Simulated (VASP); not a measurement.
Consider the following.

```xyz
2
Lattice="3.0207 0.0000 0.0000 0.0000 3.0207 0.0000 0.0000 0.0000 3.0207" Properties=species:S:1:pos:R:3 pbc="T T T"
Al     1.5104     1.5104     1.5104
Ru     0.0000     0.0000     0.0000
```

These are RPBE GGA, VASP's PBE PAW potentials (set 64) (plane waves; VASP) values and carry that method's errors. Run with 520 eV cut-off, Gaussian smearing of 0.050 eV, potentials Al Ru_pv.

Q: Give the energies of bands 4 to 11 at the high-symmetry points, in eV from the Fermi level.

A: 
```csv
band,Γ,X,M,R
4,-9.47,-5.66,-5.84,-4.45
5,-3.38,-5.39,-2.91,-4.45
6,-3.38,-2.61,-1.32,-4.45
7,0.19,-1.52,-1.32,1.58
8,0.19,-1.52,-1.09,1.58
9,0.19,0.43,-1.09,2.51
10,6.00,2.22,1.49,4.09
11,6.00,7.45,5.17,4.09
```

It has no gap at this level: it comes out as a metal or semimetal.

The compound is RuAl in the CsCl type structure. It was relaxed first. The electron count is odd and the run is not spin-polarised, which forces a metal.
